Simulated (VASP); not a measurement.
Consider the following.

```
CELL_PARAMETERS angstrom
      0.00000     2.73203     2.73203
      2.73203     0.00000     2.73203
      2.73203     2.73203     0.00000
ATOMIC_POSITIONS crystal
  K  0.00000 0.00000 0.00000
  F  0.50000 0.50000 0.50000
```

These are RPBE GGA, VASP's PBE PAW potentials (set 64) (plane waves; VASP) values and carry that method's errors. Settings: 520 eV cut-off, 8×8×8 Γ-centred mesh, Gaussian smearing of 0.050 eV, potentials K_sv F.

Question: Predict the energy per atom (σ→0), pressure, band gap (on the k-mesh) with the smallest direct gap where there is one.

Answer: 
The band gap (on the k-mesh) is 6.15 eV, the smallest direct gap (on the k-mesh) is 6.15 eV and the energy per atom (σ→0) is -3.953 eV/atom. The pressure comes out as 1.72 GPa.

Only differences to runs with the same potentials and settings are physical.

The compound is KF in the rock salt structure. This cell is one point of a volume scan, at 0.94 of the reference volume.
